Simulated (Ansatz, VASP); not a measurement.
# Ba2NdSbO6: VASP beside Ansatz, part 2 of 2

Wanted: the spread between two codes on one cell, functional and k mesh.

VASP 6.6.1 and Ansatz 0.2.0.

So far: The starting structure; VASP: single point, PBEsol, DFT+U.

In doubt: a part-filled 4f shell, where there is one, can sit in one of many states, so energies may not be the lowest and differences between runs may mislead; derivatives with an open 4f shell can jump between states, which bears on forces and vibrations.

## 3. Ansatz: single point, PBEsol, DFT+U

Level of this step: Ansatz beside VASP: Kohn-Sham DFT, plane waves, PBEsol, DFT+U (Ansatz).

Ansatz runs on its default PAW (the set named soft_2) files.

The same cell, functional, mesh and smearing now go to Ansatz, which takes its cutoff from its data sets.

File input.yaml:

```yaml
crystal:
  lattice:
    - [0.0, 4.272, 4.272]
    - [4.272, 0.0, 4.272]
    - [4.272, 4.272, 0.0]
  atoms:
    - { symbol: Nd, position: [0.5, 0.5, 0.5], spin: 3.0 }
    - { symbol: Ba, position: [0.75, 0.75, 0.75] }
    - { symbol: Ba, position: [0.25, 0.25, 0.25] }
    - { symbol: Sb, position: [0.0, 0.0, 0.0] }
    - { symbol: O, position: [0.765, 0.765, 0.235] }
    - { symbol: O, position: [0.235, 0.235, 0.765] }
    - { symbol: O, position: [0.765, 0.235, 0.765] }
    - { symbol: O, position: [0.235, 0.765, 0.765] }
    - { symbol: O, position: [0.235, 0.765, 0.235] }
    - { symbol: O, position: [0.765, 0.235, 0.235] }
hamiltonian:
  xc: pbesol
  pseudopotentials: { kind: paw }
  hubbard: { sites: [{ species: Nd, l: f, u_eff: 4.0 }] }
magnetization:
  spin_polarized: true
kpoints:
  mp_grid: { grid: [4, 4, 4] }
scf:
  occupations: { method: gaussian, width: 0.05 }
  n_extra_bands: 9
output:
  forces: true
  stress: true
  eigenvalues: true
```

Started as:

```bash
$ ansatz run input.yaml --threads 4 --pin off --max-ram 9216MiB --backend cpu --events-out ev --progress --plain --runs-dir out
```

Numbers of over 12 decimals in the logs are rounded to 6 here.

The program printed:

```text
Warning: the band count 52 (scf.n_extra_bands) hosts the net moment |M| = 3.0000 μB (N_el = 85) but caps the reachable moment at 2·n_bands − N_el = 19.0000 μB, below the 54 bands that the automatic rule leaves for it — a moment growing past the seed, or the majority channel's smearing tail, pins there with fewer empty majority states than that count leaves; raise or omit scf.n_extra_bands unless the cap is intended
Nd: projections on atomic orbitals take those of the free atom [Kr 4d10] 4f4 5s2 5p6 5d0 6s2, of charge +0.00 (hamiltonian.pseudopotentials.projection_atoms); the dataset's partial waves leave at most 1.1e-3 of an orbital's norm unspanned inside its sphere
Ba: projections on atomic orbitals take those of the free atom [Kr 4d10] 5s2 5p6 6s2, of charge +0.00 (hamiltonian.pseudopotentials.projection_atoms); the dataset's partial waves leave at most 9.7e-6 of an orbital's norm unspanned inside its sphere
Sb: projections on atomic orbitals take those of the free atom [Kr] 4d10 5s2 5p3, of charge +0.00 (hamiltonian.pseudopotentials.projection_atoms); the dataset's partial waves leave at most 3.6e-6 of an orbital's norm unspanned inside its sphere
O: projections on atomic orbitals take those of the free atom [He] 2s2 2p4, of charge +0.00 (hamiltonian.pseudopotentials.projection_atoms); the dataset's partial waves leave at most 1.9e-8 of an orbital's norm unspanned inside its sphere
scf.n_extra_bands = 9 over 43 filled bands (N_el = 85.0): the run solves 52 bands
Engine: ansatz 0.2.0, aarch64-unknown-linux-gnu
Pseudopotentials: kind: paw
Pseudopotential: Nd, paw, valence charge 14, recommended cutoff 420 eV (normal), Nd.paw.azcp
Pseudopotential: Ba, paw, valence charge 10, recommended cutoff 420 eV (normal), Ba.paw.azcp
Pseudopotential: Sb, paw, valence charge 15, recommended cutoff 420 eV (normal), Sb.paw.azcp
Pseudopotential: O, paw, valence charge 6, recommended cutoff 420 eV (normal), O.paw.azcp
Functional definition: PBEsol
  exchange = pbesol_x
  correlation = pbesol_c
Crystal: 10 atoms, lattice volume = 155.928 Å³
Basis set: ecut = 420 eV, 3071 PW (Γ), exchange–correlation on 90×90×90 points (8 copies of the dense FFT grid, shifted against one another)
Bands: 62, of which v1, the nominal top of the filled ones, is band 43 counted from 1 (42 counted from 0)
Symmetry: 48 space group operations
Space group: Fm-3m (ITA 225), of the structure as read, at distance tolerance 5.4e-5 Å
Magnetic group: BNS 225.116 (UNI 1618), of the structure as read, at distance tolerance 5.4e-5 Å
k-points: 8 of 64
Non-local potential: Nd, projectors of the file, l = 0: 3, l = 1: 2, l = 2: 2, l = 3: 3
Non-local potential: Ba, projectors of the file, l = 0: 3, l = 1: 2, l = 2: 2, l = 3: 2
Non-local potential: Sb, projectors of the file, l = 0: 2, l = 1: 2, l = 2: 2, l = 3: 2
Non-local potential: O, projectors of the file, l = 0: 2, l = 1: 2, l = 2: 1
PAW form: soft (Blöchl's): semilocal exchange-correlation on the pseudo side does not see the compensation charge
PAW frozen core: Nd, regenerated for the run's functional, and the local potential with it (the file was generated under x = pbe(κ = 0.804, μ = 0.219515), c = pbe(β = 0.066725))
PAW frozen core: Ba, regenerated for the run's functional, and the local potential with it (the file was generated under x = pbe(κ = 0.804, μ = 0.219515), c = pbe(β = 0.066725))
PAW frozen core: Sb, regenerated for the run's functional, and the local potential with it (the file was generated under x = pbe(κ = 0.804, μ = 0.219515), c = pbe(β = 0.066725))
PAW frozen core: O, regenerated for the run's functional, and the local potential with it (the file was generated under x = pbe(κ = 0.804, μ = 0.219515), c = pbe(β = 0.066725))
PAW one-centre angular grid: Nd, 590 points (default); XC on 64 Gauss nodes
PAW one-centre angular grid: Ba, 194 points (default); XC on 64 Gauss nodes
PAW one-centre angular grid: Sb, 590 points (default); XC on 64 Gauss nodes
PAW one-centre angular grid: O, 110 points (default); XC on 64 Gauss nodes
Initial density: superposition of atomic densities (chi_scale 0.1, normalization cell, long waves kept (reshape's long-wave potential 0.01 eV rms))
Initial wavefunctions: pseudopotential atomic-orbital guess
Functional: x = pbesol(κ = 0.804, μ = 0.123457), c = pbesol(β = 0.046)
SCF iter   1: F=—  HF=-28749.625065 eV  |F-HF|=—  |Δ(HF+E_count)|=         —  Δρ=4.72e-2 (↑4.53e-2 ↓4.72e-2)  dr2=2.25e1  dr2_m=7.11e-1  M=3.000 μB ∫|m|=3.043 μB  β_m=0.30  ethr=3.10e-3  ⟨swp⟩=6.5  Hψ=4548  notcnv=0  defer=79
preconditioner: auto → Resta (q_TF=auto, 2.466 Å⁻¹)  ε∞=4.4  [insulator: Δε(μ)=0.058 eV  Ē_g=14.332 eV  σ=0.050 eV  W_gap=0.52  n_scr=50 (ndim 8)  ℏωp=26.4 eV  f_vac=0.000  D(μ)=7.97/eV (n_scr^D=64)  ε∞_Penn≈4.4]
spin=Collinear: Resta preconditioning applied to the charge; magnetization (m = ρ↑ − ρ↓) channel mixes plain (no charge-response kernel on spin).
SCF iter   2: F=—  HF=-28746.024193 eV  |F-HF|=—  |Δ(HF+E_count)|=    3.60e0  Δρ=2.62e-2 (↑2.44e-2 ↓2.62e-2)  dr2=6.65e0  dr2_m=3.43e-1  M=3.000 μB ∫|m|=3.027 μB  β_m=0.45  ethr=3.10e-3  ⟨swp⟩=4.5  Hψ=2151  notcnv=0  defer=2
SCF iter   3: F=—  HF=-28744.521237 eV  |F-HF|=—  |Δ(HF+E_count)|=    1.50e0  Δρ=1.06e-2 (↑1.00e-2 ↓1.06e-2)  dr2=7.50e-1  dr2_m=4.14e-2  M=3.000 μB ∫|m|=3.028 μB  β_m=0.50  ethr=3.10e-3  ⟨swp⟩=5.6  Hψ=2253  notcnv=0  defer=2
SCF iter   4: F=—  HF=-28744.381259 eV  |F-HF|=—  |Δ(HF+E_count)|=   1.40e-1  Δρ=2.94e-3 (↑2.89e-3 ↓2.94e-3)  dr2=3.77e-2  dr2_m=5.64e-4  M=3.000 μB ∫|m|=3.032 μB  β_m=0.68  ethr=8.82e-4  ⟨swp⟩=6.5  Hψ=2431  notcnv=0  defer=2
SCF iter   5: F=—  HF=-28744.405325 eV  |F-HF|=—  |Δ(HF+E_count)|=   2.41e-2  Δρ=9.95e-4 (↑7.07e-4 ↓9.95e-4)  dr2=3.19e-3  dr2_m=2.53e-4  M=3.000 μB ∫|m|=3.060 μB  β_m=0.80  ethr=4.43e-5  ⟨swp⟩=4.2  Hψ=2035  notcnv=0
SCF iter   6: F=—  HF=-28744.409443 eV  |F-HF|=—  |Δ(HF+E_count)|=   4.12e-3  Δρ=3.23e-4 (↑3.23e-4 ↓1.65e-4)  dr2=2.00e-4  dr2_m=4.12e-5  M=3.000 μB ∫|m|=3.080 μB  β_m=0.90  ethr=3.75e-6  ⟨swp⟩=2.2  Hψ=1592  notcnv=0
SCF iter   7: F=—  HF=-28744.409938 eV  |F-HF|=—  |Δ(HF+E_count)|=   4.95e-4  Δρ=8.59e-5 (↑8.59e-5 ↓8.53e-5)  dr2=5.52e-5  dr2_m=2.70e-6  M=3.000 μB ∫|m|=3.084 μB  β_m=0.91  ethr=2.35e-7  ⟨swp⟩=2.0  Hψ=1822  notcnv=0
Bands: 52, of which v1, the nominal top of the filled ones, is band 43 counted from 1 (42 counted from 0)
Initial density: handed on by an earlier stage of this run
SCF iter   1: F=—  HF=-28744.493618 eV  |F-HF|=—  |Δ(HF+E_count)|=         —  Δρ=1.61e-2 (↑1.61e-2 ↓1.57e-4)  dr2=5.42e-2  dr2_m=9.30e-2  M=3.000 μB ∫|m|=3.119 μB  ethr=1.18e-6  ⟨swp⟩=12.4  Hψ=6304  notcnv=0
iteration 1: the SCF starts in the orbital order of the open f shells that the search before it chose, by its bands or by converging an SCF in each of two, with that order's moments; no other order was found more than 0.2 meV higher (one found slightly lower counts as degenerate)
preconditioner: auto → Resta (q_TF=auto, 2.466 Å⁻¹)  ε∞=5.0  [insulator: Δε(μ)=2.963 eV  Ē_g=12.388 eV  σ=0.050 eV  W_gap=1.00  n_scr=50 (ndim 8)  ℏωp=24.7 eV  f_vac=0.000  D(μ)=0.00/eV (n_scr^D=0)  ε∞_Penn≈5.0]
spin=Collinear: Resta preconditioning applied to the charge; magnetization (m = ρ↑ − ρ↓) channel mixes plain (no charge-response kernel on spin).
SCF iter   2: F=—  HF=-28744.503791 eV  |F-HF|=—  |Δ(HF+E_count)|=   1.02e-2  Δρ=1.47e-3 (↑1.47e-3 ↓1.20e-3)  dr2=1.92e-2  dr2_m=1.63e-4  M=3.000 μB ∫|m|=3.111 μB  β_m=0.30  ethr=1.18e-6  ⟨swp⟩=5.1  Hψ=2828  notcnv=0
SCF iter   3: F=—  HF=-28744.499966 eV  |F-HF|=—  |Δ(HF+E_count)|=   3.83e-3  Δρ=5.78e-4 (↑5.78e-4 ↓5.32e-4)  dr2=4.95e-3  dr2_m=5.83e-5  M=3.000 μB ∫|m|=3.112 μB  β_m=0.41  ethr=1.18e-6  ⟨swp⟩=3.2  Hψ=1882  notcnv=0
SCF iter   4: F=—  HF=-28744.498750 eV  |F-HF|=—  |Δ(HF+E_count)|=   1.22e-3  Δρ=2.01e-4 (↑1.75e-4 ↓2.01e-4)  dr2=4.49e-4  dr2_m=1.40e-5  M=3.000 μB ∫|m|=3.113 μB  β_m=0.55  ethr=1.18e-6  ⟨swp⟩=3.1  Hψ=1805  notcnv=0
SCF iter   5: F=—  HF=-28744.498610 eV  |F-HF|=—  |Δ(HF+E_count)|=   1.40e-4  Δρ=4.95e-5 (↑4.25e-5 ↓4.95e-5)  dr2=1.11e-5  dr2_m=6.44e-7  M=3.000 μB ∫|m|=3.113 μB  β_m=0.61  ethr=5.29e-7  ⟨swp⟩=2.1  Hψ=1258  notcnv=0
SCF iter   6: F=—  HF=-28744.498611 eV  |F-HF|=—  |Δ(HF+E_count)|=   1.81e-6  Δρ=2.00e-5 (↑2.00e-5 ↓1.81e-5)  dr2=1.71e-6  dr2_m=5.40e-8  M=3.000 μB ∫|m|=3.113 μB  β_m=0.79  ethr=1.31e-8  ⟨swp⟩=2.2  Hψ=1501  notcnv=0
SCF iter   7: F=-28744.498612 eV  HF=-28744.498612 eV  |F-HF|=1.21e-8  |Δ(HF+E_count)|=   4.42e-7  Δρ=2.99e-6 (↑2.70e-6 ↓2.99e-6)  dr2=5.76e-8  dr2_m=1.88e-9  M=3.000 μB ∫|m|=3.113 μB  ethr=1.18e-10  ⟨swp⟩=7.0  Hψ=4544  notcnv=0
SCF 1 converged in 7 iterations: F = -28744.498612 eV  dr2 = 5.76e-8
  greatest PAW one-centre occupation: 0.998 electrons in one spin orbital (limit 2), on the Sb atom at site 3 (counted from 0), in its partial waves of l = 2
SCF converged after 14 iterations (7 of them in the search for the orbital order of the open f shells)
Magnetization: 3.0000 μB (44.0000 up, 41.0000 down)
Absolute magnetization: 3.1103 μB (∫|ρ↑−ρ↓|, with the PAW one-centre terms)
Spin contamination: 0.0044 ħ² per cell (⟨S²⟩ above its minimum at these occupations)
Per-site moments (μB) at R_I (Å): [(2.849747, 0.933966), (0.00106336, 1.247185), (0.00106336, 1.247185), (-0.0021379, 0.828234), (-0.00768438, 0.828234), (-0.00768438, 0.828234), (-0.00768438, 0.828234), (-0.00768438, 0.828234), (-0.00768438, 0.828234), (-0.00768438, 0.828234)]
Free energy (F): -28744.498612 eV
Harris-Foulkes:  -28744.498612 eV  (|F-HF|=1.21e-8)
Internal energy: -28744.498612 eV  (E = F + TS)
E sigma→0 (E₀):  -28744.498612 eV
Fermi energy:    11.730674 eV
--- Per-component energies (eV) ---
  E_band       = -124.140775
  E_kinetic    = 1967.692596
  E_local      = -5001.684986  (includes V_loc(G=0)·N_el)
  E_nonlocal   = 818.873384
  E_hartree    = 2048.781750
  E_xc         = -1140.247384
  E_vxc        = -1182.664945  (∫ρ·V_xc dr)
  E_hubbard    = 0.577735  (on-site DFT+U / exact-exchange correction)
  E_vhub       = -5.371428  (the Hubbard potential's part of the band-sum identity)
  E_paw        = -21407.195923  (= ΣΔE_a)
  E_vpaw       = -818.572139  (= ΣTr[D̂ρ^β])
  E_aug_tail   = 0.014441  (compensation charges beyond the density's cutoff)
  E_ewald      = -6032.524857
  E_core_change = 1.214633  (= ΣΔE_core)
  E_smearing   = -0.000000  (= −TS)
  E_closure    = -0.000000  (closes the sum)
  Σ components = -28744.498612   (vs F -28744.498612, Δ=0.00e0)
--- Forces (eV/Å), atoms counted from 1 ---
  atom   1  Nd     0.00000000    -0.00000000    -0.00000000
  atom   2  Ba     0.00000000     0.00000000    -0.00000000
  atom   3  Ba     0.00000000    -0.00000000    -0.00000000
  atom   4  Sb    -0.00000000     0.00000000    -0.00000000
  atom   5  O      0.00000000     0.00000000     0.48618717
  atom   6  O      0.00000000    -0.00000000    -0.48618717
  atom   7  O      0.00000000     0.48618717     0.00000000
  atom   8  O      0.48618717    -0.00000000     0.00000000
  atom   9  O      0.00000000    -0.48618717    -0.00000000
  atom  10  O     -0.48618717    -0.00000000     0.00000000
  max |Σ_I F_I| component: 2.20e-16 eV/Å
--- Stress (GPa, compression-positive) ---
       -0.365693       0.000000       0.000000
       -0.000000      -0.365693       0.000000
        0.000000      -0.000000      -0.365693
  P = ⅓ Tr σ = -0.3657 GPa (-3.657 kbar)
--- Band table (eV; the first three rows and the last of 16) ---
  k-point 0 ↑: bands = [... 39 lower, 9.5147, 9.5147, 9.7450, 9.7450, 9.7450, 13.4548, 13.8730, 13.8730, ... 5 higher]
  k-point 1 ↑: bands = [... 39 lower, 9.2161, 9.2161, 9.6970, 9.6970, 9.9219, 13.5341, 13.9284, 13.9284, ... 5 higher]
  k-point 2 ↑: bands = [... 39 lower, 8.9498, 8.9498, 9.6537, 9.6537, 10.0055, 13.5555, 13.9694, 13.9694, ... 5 higher]
  k-point 7 ↓: bands = [... 39 lower, 9.1920, 9.1920, 13.9815, 15.2604, 15.2604, 15.3029, 15.5315, 15.9751, ... 5 higher]
Occupation matrices written to <dir>
```

Elapsed: 16 s, on 4 threads of Arm Neoverse V1, shared host; peak memory 0.67 GiB.

The column dr2 measures how far the density is from self-consistency, as an energy; F and HF (Harris–Foulkes) agree once it is small.

The run ends at a pressure of -0.37 GPa, with forces up to 0.49 eV/Å.

## 4. Side by side

Known differences besides the potentials themselves: U acts on the PAW sphere in VASP and on atomic orbitals in Ansatz, so only states and trends compare; the data sets hold 85 valence electrons in Ansatz (default PAW (the set named soft_2) files) and 75 in VASP; the cutoff is 420 eV in Ansatz and 480 eV in VASP (PREC = Normal); Ansatz makes its cores anew for this functional, VASP keeps those of its PBE data sets; site moments are counted in spheres of each program's own size. Total energies have different zeros and are not compared.

Compared:

| quantity | Ansatz | VASP | difference |
| --- | --- | --- | --- |
| pressure (GPa) | -0.37 | 0.98 | -1.35 |
| pressure without Ansatz's Pulay correction (GPa) | -0.89 | 0.98 | -1.88 |
| gap on the k mesh (eV) | 3.449 | 2.549 | +0.901 |
| total moment (μB) | 3.00 | 3.00 | 0.00 |
| moment on Nd1 (μB) | 2.85 | 2.80 | +0.05 |

Forces (eV/Å; atoms numbered as in POSCAR):

| atom | Ansatz x, y, z | VASP x, y, z |
| --- | --- | --- |
| Nd1 | 0.000, 0.000, 0.000 | 0.000, 0.000, 0.000 |
| Ba2 | 0.000, 0.000, 0.000 | 0.000, 0.000, 0.000 |
| Ba3 | 0.000, 0.000, 0.000 | 0.000, 0.000, 0.000 |
| Sb4 | 0.000, 0.000, 0.000 | 0.000, 0.000, 0.000 |
| O5 | 0.000, 0.000, 0.486 | 0.000, 0.000, 0.461 |
| O6 | 0.000, 0.000, -0.486 | 0.000, 0.000, -0.461 |
| O7 | 0.000, 0.486, 0.000 | 0.000, 0.461, 0.000 |
| O8 | 0.486, 0.000, 0.000 | 0.461, 0.000, 0.000 |
| O9 | 0.000, -0.486, 0.000 | 0.000, -0.461, 0.000 |
| O10 | -0.486, 0.000, 0.000 | -0.461, 0.000, 0.000 |

The forces differ by 11 meV/Å r.m.s., which is 5.5 % of the r.m.s. force of 0.21 eV/Å (both taken over all components). A gap on the mesh is an upper bound, since the band edges may lie between its points. Ansatz's pressure holds a Pulay correction of 0.53 GPa; VASP's holds none.

## 5. Summary of results

| Item | Value |
| --- | --- |
| r.m.s. force difference (single point, PBEsol, DFT+U) | 5.5 % of the r.m.s. force |
| difference in pressure (single point, PBEsol, DFT+U) | -1.3 GPa |
| difference in gap on the k mesh (single point, PBEsol, DFT+U) | 0.90 eV |

The difference in gap on the k mesh is 0.90 eV (single point, PBEsol, DFT+U). How closely two codes agree says nothing of how well the functional describes the real material.

[Lines on the potential files, build, host, timing and source positions are cut from VASP's logs without a mark.]

[Logs are printed without paths, hosts, clocks, repeated set-up lines and the standing remarks that a program may print on its own settings, such as how far it seeks lower states.]

[Hosts, paths, dates, database ids (printed as entryN), source tags and the programs' standing remarks are cut or masked in the printed files.]
